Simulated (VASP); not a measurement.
Computed with PBEsol GGA, VASP's PBE PAW potentials (set 64) (plane waves; VASP 6.6.1).

Input for VASP

**POSCAR**
```
CoP
1
    3.4721176914     0.0000000000    -0.0000000000
   -1.7360588457     3.0069418316     0.0000000000
    0.0000000000     0.0000000000     5.6819241599
Co P
2 2
Direct
  0.3333330000   0.6666670000   0.9993391139
  0.6666670000   0.3333330000   0.4993391139
  0.3333330000   0.6666670000   0.3756608861
  0.6666670000   0.3333330000   0.8756608861
```

INCAR:
```
SYSTEM = CoP
PREC = Accurate; ENCUT = 400; LREAL = .FALSE.
LASPH = .TRUE.
EDIFF = 1E-7; NELM = 100; ALGO = Normal
LMAXMIX = 4
ISMEAR = -5
GGA = PS
ISIF = 2
LWAVE = .FALSE.; LCHARG = .TRUE.; LORBIT = 11
NEDOS = 601
LEFG = .TRUE.
```

File KPOINTS:
```
Automatic mesh
0
Gamma
11 11 6
0 0 0
```

POTCAR, in this order: Co P (PBE.64 set). Program: vasp_std.

What will the output report for the number of irreducible k-points (NKPTS), number of bands (NBANDS), largest plane-wave count, number of space-group operations, FFT grid (NGX, NGY, NGZ)?

```yaml
number of irreducible k-points (NKPTS): 64
number of bands (NBANDS): 18
largest_plane_wave_count: 1100
number_of_space_group_operations: 12
FFT grid (NGX, NGY, NGZ): 24 × 24 × 40
```

The structure was generated: CoP was put into the wurtzite type (P6_3mc), which need not be its known phase. It was relaxed first, which changed the volume by -24 %. The run is not spin-polarised, so no magnetic state was tried.
